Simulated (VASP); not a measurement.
AlGa3N2:

```
Al Ga N
1.0
     3.06888   -3.24091    0.00000
     3.06888    3.24091    0.00000
     0.00000    0.00000    5.08249
Al Ga N
1 3 2
Direct
  0.00000 0.00000 0.50000
  0.31408 0.68592 0.50000
  0.68592 0.31408 0.50000
  0.00000 0.00000 0.00000
  0.72257 0.27743 0.00000
  0.27743 0.72257 0.00000
```

The cell was built by a generator and needn't be a form met in nature.

- Program: VASP 6.6.1
- Task: relaxation of cell and atoms
- Functional: PBE
- Potentials or basis: VASP PAW PBE potentials, release 64 (Al, Ga_d, N)
- Cutoff: 520 eV
- k mesh: 3 × 3 × 3
- Occupations: gaussian, width 0.15 eV
- Spin: no spin polarisation

At the start: pressure 12.3 GPa; volume 16.85 Å³/atom.

How do energy, volume and symmetry change on relaxing?

Over 22 steps the energy falls by 504.8 meV/atom and the volume is 15.06 Å³/atom (-10.6 %); space group Cmmm (No. 65, to 0.05 Å).

The path:
```tsv
step	energy change (eV)	largest force (eV/Å)	pressure (GPa)	volume (Å³)
1	0.0000	5.8435	12.33	101.10
2	-0.6118	3.1216	-9.10	119.76
3	-1.5583	1.5702	-2.82	109.84
4	-1.5624	1.5479	-2.91	109.57
5	-1.5649	1.5004	-2.31	109.09
6	-1.5647	1.5119	-3.70	109.26
7	-1.9765	1.1858	-1.73	104.88
8	-2.5804	0.8008	4.34	91.44
9	-2.5937	0.3675	2.66	93.69
10	-2.8141	0.1210	-1.33	94.89
11	-2.8593	0.1044	-1.99	95.20
12	-2.8920	0.1653	-3.50	95.49
13	-2.8776	0.0471	-2.87	95.37
14	-2.9355	0.7667	2.60	90.29
15	-2.9873	0.5188	0.01	92.20
16	-3.0135	0.1729	-0.53	91.88
17	-3.0158	0.0728	-0.57	91.78
18	-3.0257	0.1368	0.28	90.56
19	-3.0260	0.1512	-0.35	90.68
20	-3.0259	0.1271	0.77	90.60
21	-3.0259	0.1469	0.14	90.64
22	-3.0290	0.0712	0.06	90.33
```

Final structure:
```
Al Ga N
1.0
     2.24583   -3.95376    0.00000
     2.24583    3.95376    0.00000
     0.00000    0.00000    5.08669
Al Ga N
1 3 2
Direct
  0.00000 0.00000 0.50000
  0.32622 0.67378 0.50000
  0.67378 0.32622 0.50000
  0.00000 0.00000 0.00000
  0.75414 0.24586 0.00000
  0.24586 0.75414 0.00000
```

Caveat: the k mesh is coarse (spacing up to 0.47 Å⁻¹), so the values aren't converged.
